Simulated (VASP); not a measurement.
Crystal: InGa3As4.

```
CELL_PARAMETERS angstrom
-5.74927 5.74927 0.00000
-5.74927 0.00000 5.74927
0.00000 5.74927 5.74927
ATOMIC_POSITIONS crystal
In 0.00000 0.00000 0.00000
In 0.50000 0.00000 0.00000
Ga 0.00000 0.50000 0.00000
Ga 0.00000 0.00000 0.50000
Ga 0.50000 0.50000 0.00000
Ga 0.50000 0.00000 0.50000
Ga 0.00000 0.50000 0.50000
Ga 0.50000 0.50000 0.50000
As 0.87500 0.87500 0.37500
As 0.37500 0.87500 0.37500
As 0.87500 0.37500 0.37500
As 0.87500 0.87500 0.87500
As 0.37500 0.37500 0.37500
As 0.37500 0.87500 0.87500
As 0.87500 0.37500 0.87500
As 0.37500 0.37500 0.87500
```

The cell was built by a generator and needn't be a form met in nature.

```yaml
Program: VASP 6.6.1
Task: relaxation of cell and atoms
Functional: PBE
Potentials_or_basis: VASP PAW PBE potentials, release 64 (In_d, Ga_d, As)
Cutoff: 600 eV
k_mesh: 6 × 6 × 6
Occupations: gaussian, width 0.03 eV
Spin: no spin polarisation
```

At the start: pressure 4.5 GPa; volume 23.75 Å³/atom.

Problem. Where does the relaxation end?

Solution. Over 10 steps the energy falls by 46.0 meV/atom and the volume is 25.23 Å³/atom (+6.2 %); space group Amm2 (No. 38, to 0.05 Å).

Step by step:
| step | energy change (eV) | largest force (eV/Å) | pressure (GPa) | volume (Å³) |
| --- | --- | --- | --- | --- |
| 1 | 0.0000 | 1.6632 | 4.51 | 380.07 |
| 2 | -0.6297 | 0.3536 | -1.74 | 418.10 |
| 3 | -0.6597 | 0.5555 | -0.83 | 410.79 |
| 4 | -0.7260 | 0.2037 | -0.22 | 405.63 |
| 5 | -0.7347 | 0.0670 | 0.06 | 403.09 |
| 6 | -0.7347 | 0.0675 | 0.13 | 402.92 |
| 7 | -0.7362 | 0.0334 | -0.02 | 403.78 |
| 8 | -0.7362 | 0.0316 | -0.05 | 403.84 |
| 9 | -0.7362 | 0.0350 | -0.02 | 403.82 |
| 10 | -0.7365 | 0.0081 | 0.00 | 403.68 |

Final structure:
```xyz
16
Lattice="-5.8591 5.8591 0.0000 -5.8623 -0.0032 5.8731 0.0032 5.8623 5.8731" Properties=species:S:1:pos:R:3 pbc="T T T"
In   -5.8591    5.8591    0.0063
In   -2.9296    2.9296    0.0063
Ga   -2.9294    5.8594    8.8083
Ga   -5.8594    2.9294    8.8083
Ga   -5.8589    8.7889    8.8083
Ga   -8.7889    5.8589    8.8083
Ga   -8.7887    8.7887    5.8761
Ga   -5.8591    5.8591    5.8761
As  -10.2006    7.3769    7.3966
As   -7.2710    4.4473    7.3966
As   -7.3239    7.3239    4.4044
As  -10.2535   10.2535   10.1611
As   -4.3944    4.3944    4.4044
As   -7.3239    7.3239   10.1611
As   -7.3769   10.2006    7.3966
As   -4.4473    7.2710    7.3966
```
